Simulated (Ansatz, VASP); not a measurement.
# Cross-check of Si3N4 between VASP and Ansatz, part 2 of 3

One calculation is typed for both programs; each brings its own data sets. How far apart do they land? Of the first pair: The cell is taken from a series of runs on this material, whose earlier steps may have relaxed, scaled, displaced or heated it; both programs get it as it stands.

VASP 6.6.1 and Ansatz 0.2.0.

So far: Starting point; Ansatz: relaxation of cell and atoms, PBEsol.

### 3. VASP: relaxation of cell and atoms, PBEsol

Level of this step: PBEsol; plane waves and PAW (Si, N) (VASP).

The same cell, functional, mesh and smearing now go to VASP, with its own data sets.

Lines of VASP's logs that name or quote its potential files are left out, and so is its time.

Contents of INCAR:

```
SYSTEM = Si3N4
PREC = Accurate
ENCUT = 600
EDIFF = 1E-07
NELM = 120
ISMEAR = -1
SIGMA = 0.02
LREAL = .FALSE.
ALGO = Normal
GGA = PS
NBANDS = 46
LORBIT = 11
LWAVE = .FALSE.
LCHARG = .FALSE.
ISIF = 3
IBRION = 2
NSW = 80
EDIFFG = -0.005
LASPH = .TRUE.
GGA_COMPAT = .FALSE.
NELMIN = 4
EFERMI = MIDGAP
KPAR = 4
```

Contents of POSCAR:

```
Si3N4
1.0
    7.6241809635      0.0000000000      0.0000000000
   -3.8120904818      6.6027343975      0.0000000000
    0.0000000000      0.0000000000      2.9102524120
Si N
6 8
Direct
    0.7675544839      0.1739360575      0.2500000000
    0.5936184264      0.7675544839      0.7500000000
    0.8260639425      0.5936184264      0.2500000000
    0.2324455161      0.8260639425      0.7500000000
    0.4063815736      0.2324455161      0.2500000000
    0.1739360575      0.4063815736      0.7500000000
    0.0296121322      0.3300050396      0.2500000000
    0.6996070926      0.0296121322      0.7500000000
    0.6699949604      0.6996070926      0.2500000000
    0.9703878678      0.6699949604      0.7500000000
    0.3003929074      0.9703878678      0.2500000000
    0.3300050396      0.3003929074      0.7500000000
    0.6666666667      0.3333333333      0.2500000000
    0.3333333333      0.6666666667      0.7500000000
```

Contents of KPOINTS:

```
Automatic mesh
0
Gamma
4 4 9
0 0 0
```

The projector-augmented-wave data sets are Si and N (PBE family, release 64).

Command:

```console
> mpirun -np 4 vasp_std
```

Numbers of over 12 decimals in the logs are rounded to 6 here.

What it wrote:

```text
[banner, memory and clock lines left out]
running    4 mpi-ranks, on    1 nodes
 distrk:  each k-point on    1 cores,    4 groups
 distr:  one band on    1 cores,    1 groups

 POSCAR found type information on POSCAR SiN
 POSCAR found :  2 types and      14 ions
|                                                                             |
|               ----> ADVICE to this user running VASP <----                  |
|                                                                             |
|     You enforced a specific xc type in the INCAR file but a different       |
|     [... a line on the potential file left out ...]
|     I HOPE YOU KNOW WHAT YOU ARE DOING!                                     |
|                                                                             |

 LDA part: xc-table for (Slater+PW92), standard interpolation
 POSCAR, INCAR and KPOINTS ok, starting setup
 FFT: planning ... GRIDC
 FFT: planning ... GRID_SOFT
 FFT: planning ... GRID
 WAVECAR not read
 entering main loop
       N       E                     dE             d eps       ncg     rms          rms(c)
DAV:   1     0.305715556885E+03    0.30572E+03   -0.34414E+04  1840   0.145E+03
DAV:   2    -0.110916965946E+03   -0.41663E+03   -0.39503E+03  2386   0.302E+02
DAV:   3    -0.135820229594E+03   -0.24903E+02   -0.24731E+02  2368   0.780E+01
DAV:   4    -0.136198941390E+03   -0.37871E+00   -0.37767E+00  2352   0.985E+00
DAV:   5    -0.136206847266E+03   -0.79059E-02   -0.78996E-02  2292   0.138E+00    0.289E+01
DAV:   6    -0.120724257633E+03    0.15483E+02   -0.52191E+01  2256   0.300E+01    0.133E+01
DAV:   7    -0.120518501321E+03    0.20576E+00   -0.29868E+00  2400   0.745E+00    0.612E+00
DAV:   8    -0.120410905219E+03    0.10760E+00   -0.17742E-01  2222   0.215E+00    0.207E+00
DAV:   9    -0.120396246244E+03    0.14659E-01   -0.30884E-02  2376   0.866E-01    0.294E-01
DAV:  10    -0.120397693815E+03   -0.14476E-02   -0.35245E-03  2104   0.261E-01    0.162E-01
DAV:  11    -0.120398214712E+03   -0.52090E-03   -0.83780E-04  2160   0.144E-01    0.246E-02
DAV:  12    -0.120398249671E+03   -0.34960E-04   -0.45423E-05  2272   0.355E-02    0.110E-02
DAV:  13    -0.120398272813E+03   -0.23142E-04   -0.23181E-05  2088   0.206E-02    0.516E-03
DAV:  14    -0.120398277026E+03   -0.42124E-05   -0.40287E-06  2216   0.946E-03    0.293E-03
DAV:  15    -0.120398277903E+03   -0.87749E-06   -0.20769E-06  2112   0.540E-03    0.206E-03
DAV:  16    -0.120398277852E+03    0.51697E-07   -0.86812E-08  1720   0.164E-03
   1 F= -.12039828E+03 E0= -.12039828E+03  d E =-.120398E+03
 curvature:   0.00 expect dE= 0.000E+00 dE for cont linesearch  0.000E+00
 trial: gam= 0.00000 g(F)=  0.116E-04 g(S)=  0.196E-03 ort = 0.000E+00 (trialstep = 0.100E+01)
 search vector abs. value=  0.208E-03
 bond charge predicted
       N       E                     dE             d eps       ncg     rms          rms(c)
DAV:   1    -0.120398532745E+03   -0.25484E-03   -0.93638E-03  2140   0.494E-01    0.129E-01
DAV:   2    -0.120398262818E+03    0.26993E-03   -0.71367E-04  2164   0.121E-01    0.442E-02
DAV:   3    -0.120398244938E+03    0.17880E-04   -0.11557E-04  2184   0.474E-02    0.143E-02
DAV:   4    -0.120398240784E+03    0.41542E-05   -0.84756E-06  2256   0.130E-02    0.806E-03
DAV:   5    -0.120398238898E+03    0.18856E-05   -0.14701E-06  2224   0.519E-03    0.324E-03
DAV:   6    -0.120398238656E+03    0.24177E-06   -0.11668E-07  1440   0.177E-03    0.151E-03
DAV:   7    -0.120398238392E+03    0.26491E-06   -0.56199E-08  1412   0.117E-03    0.299E-04
DAV:   8    -0.120398238391E+03    0.88312E-09   -0.80919E-09  1262   0.512E-04
   2 F= -.12039824E+03 E0= -.12039824E+03  d E =0.394609E-04
 trial-energy change:    0.000039  1 .order    0.000034   -0.000208    0.000277
 step:   0.4139(harm=  0.4290)  dis= 0.00011  next Energy=  -120.398321 (dE=-0.427E-04)
 bond charge predicted
       N       E                     dE             d eps       ncg     rms          rms(c)
DAV:   1    -0.120398414894E+03   -0.17650E-03   -0.32161E-03  2116   0.289E-01    0.758E-02
DAV:   2    -0.120398325606E+03    0.89288E-04   -0.24429E-04  2152   0.706E-02    0.259E-02
DAV:   3    -0.120398320952E+03    0.46535E-05   -0.39682E-05  2178   0.278E-02    0.832E-03
DAV:   4    -0.120398320035E+03    0.91672E-06   -0.29043E-06  2264   0.762E-03    0.471E-03
DAV:   5    -0.120398320196E+03   -0.16082E-06   -0.50340E-07  2168   0.304E-03    0.191E-03
DAV:   6    -0.120398320313E+03   -0.11702E-06   -0.40742E-08  1292   0.104E-03    0.884E-04
DAV:   7    -0.120398320464E+03   -0.15047E-06   -0.19001E-08  1332   0.686E-04    0.176E-04
DAV:   8    -0.120398320466E+03   -0.20636E-08   -0.27622E-09  1232   0.300E-04
   3 F= -.12039832E+03 E0= -.12039832E+03  d E =-.426141E-04
 curvature:  -0.21 expect dE=-0.687E-06 dE for cont linesearch -0.475E-07
 trial: gam=-0.01723 g(F)=  0.113E-05 g(S)=  0.208E-05 ort = 0.679E-05 (trialstep = 0.883E+00)
 search vector abs. value=  0.303E-05
 reached required accuracy - stopping structural energy minimisation
```

Parts of OUTCAR (step 3):

```text
ion  position               nearest neighbor table
   1  0.768  0.174  0.250-  13 1.73   8 1.74   8 1.74   7 1.74   5 3.00   3 3.00   6 3.06   6 3.06
                             2 3.06   2 3.06
   2  0.594  0.768  0.750-  14 1.73   9 1.74   9 1.74   8 1.74   4 3.00   6 3.00   3 3.06   3 3.06
                             1 3.06   1 3.06
   3  0.826  0.594  0.250-  13 1.73  10 1.74  10 1.74   9 1.74   5 3.00   1 3.00   4 3.06   4 3.06
                             2 3.06   2 3.06
   4  0.232  0.826  0.750-  14 1.73  11 1.74  11 1.74  10 1.74   2 3.00   6 3.00   3 3.06   3 3.06
                             5 3.06   5 3.06
   5  0.406  0.232  0.250-  13 1.73  12 1.74  12 1.74  11 1.74   1 3.00   3 3.00   6 3.06   6 3.06
                             4 3.06   4 3.06
   6  0.174  0.406  0.750-  14 1.73   7 1.74   7 1.74  12 1.74   2 3.00   4 3.00   1 3.06   1 3.06
                             5 3.06   5 3.06
   7  0.030  0.330  0.250-   6 1.74   6 1.74   1 1.74
   8  0.700  0.030  0.750-   1 1.74   1 1.74   2 1.74
   9  0.670  0.700  0.250-   2 1.74   2 1.74   3 1.74
  10  0.970  0.670  0.750-   3 1.74   3 1.74   4 1.74
  11  0.300  0.970  0.250-   4 1.74   4 1.74   5 1.74
  12  0.330  0.300  0.750-   5 1.74   5 1.74   6 1.74
  13  0.667  0.333  0.250-   1 1.73   3 1.73   5 1.73
  14  0.333  0.667  0.750-   4 1.73   6 1.73   2 1.73

  LATTYP: Found a hexagonal cell.
 ALAT       =     7.6241809635
 C/A-ratio  =     0.3817134491

 Subroutine GETGRP returns: Found 12 space group operations
 (whereof  6 operations were pure point group operations)

The static configuration has the point symmetry S_6 .
 The point group associated with its full space group is C_6h.

 Found     20 irreducible k-points:

   k-points           NKPTS =     20   k-points in BZ     NKDIM =     20   number of bands    NBANDS=     46

   dimension x,y,z NGX =    64 NGY =   64 NGZ =   24
   dimension x,y,z NGXF=   128 NGYF=  128 NGZF=   48

   ENCUT  =  600.0 eV  44.10 Ry    6.64 a.u.  15.23 15.23  5.81*2*pi/ulx,y,z

   NELECT =      64.0000    total number of electrons

 k-points in reciprocal lattice and weights: Automatic mesh
   0.00000000  0.00000000  0.00000000       0.007
   0.25000000  0.00000000  0.00000000       0.042
   0.50000000  0.00000000  0.00000000       0.021
   0.25000000  0.25000000  0.00000000       0.042
   0.00000000  0.00000000  0.11111111       0.014
   0.25000000  0.00000000  0.11111111       0.083
   0.50000000  0.00000000  0.11111111       0.042
   0.25000000  0.25000000  0.11111111       0.083
   0.00000000  0.00000000  0.22222222       0.014
[...]
0.50000000  0.00000000  0.44444444       0.042
   0.25000000  0.25000000  0.44444444       0.083

 average (electrostatic) potential at core
       1 -82.1216       2 -82.1216       3 -82.1216       4 -82.1216       5 -82.1216
       6 -82.1216       7 -60.9834       8 -60.9834       9 -60.9834      10 -60.9834
      11 -60.9834      12 -60.9834      13 -60.6495      14 -60.6495

 E-fermi :   8.6909

 k-point     1 :       0.0000    0.0000    0.0000
  band No.  band energies     occupation
    ...
     28       5.3088      2.00000
     29       5.3088      2.00000
     30       6.1412      2.00000
     31       6.2258      2.00000
     32       6.4129      2.00000
     33      10.7941      0.00000
     34      11.2105      0.00000
     35      11.3847      0.00000
     36      11.3847      0.00000
     37      11.6906      0.00000
    ...

 k-point     2 :       0.2500    0.0000    0.0000
  band No.  band energies     occupation
    ...
     28       5.0295      2.00000
     29       5.2550      2.00000
     30       6.0541      2.00000
     31       6.1973      2.00000
     32       6.3954      2.00000
     33      10.9387      0.00000
     34      11.2486      0.00000
     35      11.4141      0.00000
     36      11.5125      0.00000
     37      11.8472      0.00000
    ...

 k-point     3 :       0.5000    0.0000    0.0000
  band No.  band energies     occupation
    ...
     28       4.9220      2.00000
     29       5.2375      2.00000
     30       5.8357      2.00000
     31       6.2774      2.00000
     32       6.3545      2.00000
     33      11.0984      0.00000
     34      11.2013      0.00000
     35      11.3465      0.00000
     36      11.7589      0.00000
     37      12.2783      0.00000
    ...

  Total        0.0118820      0.0118820     -0.0179333     -0.0000001      0.0000000      0.0000000
  in kB        0.1298666      0.1298666     -0.1960052     -0.0000011      0.0000000      0.0000000
  external PRESSURE =       0.0212427 kB  Pullay stress =       0.0000000 kB

  energy-cutoff  :      600.00
  volume of cell :      146.59
      direct lattice vectors                 reciprocal lattice vectors
     7.625766664  0.000000001  0.000000000     0.131134356  0.075710456  0.000000000
    -3.812883333  6.604107654 -0.000000000    -0.000000000  0.151420911  0.000000000
     0.000000000 -0.000000000  2.910752059    -0.000000000  0.000000000  0.343553824

 POSITION                                       TOTAL-FORCE (eV/Angst)
 -----------------------------------------------------------------------------------
      5.19005      1.14867      0.72769        -0.000596     -0.000823      0.000000
      1.60024      5.06905      2.18306         0.000415     -0.000928      0.000000
      4.03596      3.92038      0.72769         0.001011     -0.000105     -0.000000
     -1.37717      5.45543      2.18306         0.000596      0.000823     -0.000000
      2.21264      1.53506      0.72769        -0.000415      0.000928     -0.000000
     -0.22308      2.68373      2.18306        -0.001011      0.000105      0.000000
     -1.03255      2.17933      0.72769        -0.000950     -0.001398      0.000000
      5.22214      0.19545      2.18306         0.000735     -0.001522      0.000000
      2.44181      4.62023      0.72769         0.001686     -0.000124      0.000000
      4.84543      4.42478      2.18306         0.000950      0.001398     -0.000000
     -1.40926      6.40866      0.72769        -0.000735      0.001522     -0.000000
      1.37108      1.98388      2.18306        -0.001686      0.000124      0.000000
      3.81288      2.20137      0.72769         0.000000      0.000000      0.000000
     -0.00000      4.40274      2.18306         0.000000      0.000000     -0.000000
 -----------------------------------------------------------------------------------
    total drift:                                0.000000     -0.000000      0.000000

  FREE ENERGIE OF THE ION-ELECTRON SYSTEM (eV)
  ---------------------------------------------------
  free  energy   TOTEN  =      -120.3983204657 eV

  energy  without entropy=     -120.3983204657  energy(sigma->0) =     -120.39832047

 reached required accuracy - stopping structural energy minimisation

 total charge
# of ion       s       p       d       tot
------------------------------------------
    1        0.677   0.974   0.000   1.652
    2        0.677   0.974   0.000   1.652
    3        0.677   0.974   0.000   1.652
    4        0.677   0.974   0.000   1.652
    5        0.677   0.974   0.000   1.652
    6        0.677   0.974   0.000   1.652
    7        1.211   2.705   0.000   3.917
    8        1.211   2.705   0.000   3.917
    9        1.211   2.705   0.000   3.917
   10        1.211   2.705   0.000   3.917
   11        1.211   2.705   0.000   3.917
   12        1.211   2.705   0.000   3.917
   13        1.215   2.717   0.000   3.932
   14        1.215   2.717   0.000   3.932
--------------------------------------------------
tot         13.762  27.514   0.000  41.275

[... 3 further parts left out ...]
```

CONTCAR:

```
Si3N4
   1.00000000000000
     7.6257666641942166    0.0000000011878606    0.0000000000000000
    -3.8128833331758574    6.6041076539900976   -0.0000000000000000
     0.0000000000000000   -0.0000000000000000    2.9107520593235741
  Si              N
     6     8
Direct
     0.7675603091556170    0.1739330822382485    0.2500000000000000
     0.5936272269173686    0.7675603091556170    0.7500000000000000
     0.8260669177617516    0.5936272269173686    0.2500000000000000
     0.2324396908443829    0.8260669177617516    0.7500000000000000
     0.4063727730826314    0.2324396908443829    0.2500000000000000
     0.1739330822382485    0.4063727730826314    0.7500000000000000
     0.0295952064523393    0.3299956762354676    0.2500000000000000
     0.6995995302168717    0.0295952064523393    0.7500000000000000
     0.6700043237645323    0.6995995302168717    0.2500000000000000
     0.9704047935476607    0.6700043237645323    0.7500000000000000
     0.3004004697831283    0.9704047935476607    0.2500000000000000
     0.3299956762354676    0.3004004697831283    0.7500000000000000
     0.6666666667000030    0.3333333332999970    0.2500000000000000
     0.3333333332999970    0.6666666667000030    0.7500000000000000
```

The run keeps the 12 symmetry operations of its start, so it cannot find a distortion of lower symmetry.

### 4. Comparison

Known differences besides the potentials themselves: Ansatz makes its cores anew for this functional, VASP keeps those of its PBE data sets; Ansatz adds a Pulay correction to the stress that steers its cell, VASP none. Total energies have different zeros and are not compared.

Both answers:

| quantity | Ansatz | VASP | difference |
| --- | --- | --- | --- |
| volume (Å³) | 146.50 | 146.59 | -0.06 % |
| edge a after relaxation, in the typed setting (Å) | 7.624 | 7.626 | -0.02 % |
| edge c after relaxation, in the typed setting (Å) | 2.910 | 2.911 | -0.02 % |

### 5. Ansatz: relaxation, PBEsol

This run makes the geometry at which the two programs are then compared.

The structure compared here is the end of the Ansatz relaxation.

Contents of input.yaml:

```yaml
crystal:
  lattice:
    - [7.6241809665, 0.0, 0.0]
    - [-3.8120904832, 6.6027344, 0.0]
    - [0.0, 0.0, 2.9102524105]
  atoms:
    - { symbol: Si, position: [0.7675544842, 0.1739360571, 0.25] }
    - { symbol: Si, position: [0.5936184271, 0.7675544842, 0.75] }
    - { symbol: Si, position: [0.8260639429, 0.5936184271, 0.25] }
    - { symbol: Si, position: [0.2324455158, 0.8260639429, 0.75] }
    - { symbol: Si, position: [0.4063815729, 0.2324455158, 0.25] }
    - { symbol: Si, position: [0.1739360571, 0.4063815729, 0.75] }
    - { symbol: "N", position: [0.029612132, 0.3300050392, 0.25] }
    - { symbol: "N", position: [0.6996070928, 0.029612132, 0.75] }
    - { symbol: "N", position: [0.6699949608, 0.6996070928, 0.25] }
    - { symbol: "N", position: [0.970387868, 0.6699949608, 0.75] }
    - { symbol: "N", position: [0.3003929072, 0.970387868, 0.25] }
    - { symbol: "N", position: [0.3300050392, 0.3003929072, 0.75] }
    - { symbol: "N", position: [0.6666666667, 0.3333333333, 0.25] }
    - { symbol: "N", position: [0.3333333333, 0.6666666667, 0.75] }
kpoints:
  mp_grid: { grid: [4, 4, 9] }
scf:
  occupations: { method: fermi_dirac, width: 0.02 }
hamiltonian:
  xc: pbesol
  pseudopotentials: { kind: paw, azcp: { folder: soft_1 }, xc_functional: pbe }
basis:
  ecutwfc: 600
output:
  forces: true
  stress: true
  write_density: true
  write_potential: true
  elf: true
  volumetric_format: npy
relax:
  f_tol: 0.005
  max_steps: 70
  cell: { stress_tol: 0.02, p_target: 5 }
```

Command:

```console
> ansatz run input.yaml --threads 4 --pin off --max-ram 10240MiB --backend cpu --events-out ev --progress --plain --runs-dir out
```

What it wrote:

```text
[...]
Crystal: 14 atoms, lattice volume = 146.503 Å³
Basis set: ecut = 600 eV, 4871 PW (Γ), exchange–correlation on 128×128×48 points (8 copies of the dense FFT grid, shifted against one another)
Bands: 46, of which v1, the nominal top of the filled ones, is band 32 counted from 1 (31 counted from 0)
Symmetry: 12 space group operations
[...]
k-points: 20 of 144
[...]
- { symbol: N, position: [0.028361, 0.329714, 0.25] }
    - { symbol: N, position: [0.698647, 0.028361, 0.750000] }
    - { symbol: N, position: [0.670286, 0.698647, 0.25] }
    - { symbol: N, position: [0.971639, 0.670286, 0.750000] }
    - { symbol: N, position: [0.301353, 0.971639, 0.25] }
    - { symbol: N, position: [0.329714, 0.301353, 0.750000] }
    - { symbol: N, position: [0.666667, 0.333333, 0.25] }
    - { symbol: N, position: [0.333333, 0.666667, 0.750000] }
[key lines of the parts left out:]
SCF converged after 6 iterations
Free energy (F): -6773.802050 eV
Fermi energy:    10.486055 eV
P = ⅓ Tr σ = 4.9925 GPa (49.925 kbar)
```

(Continued in part 3 of 3.)

[Lines on the potential files, build, host, timing and source positions are cut from VASP's logs without a mark.]

[Logs are printed without paths, hosts, clocks, repeated set-up lines and the standing remarks that a program may print on its own settings, such as how far it seeks lower states.]

[Hosts, paths, dates, database ids (printed as entryN), source tags and the programs' standing remarks are cut or masked in the printed files.]
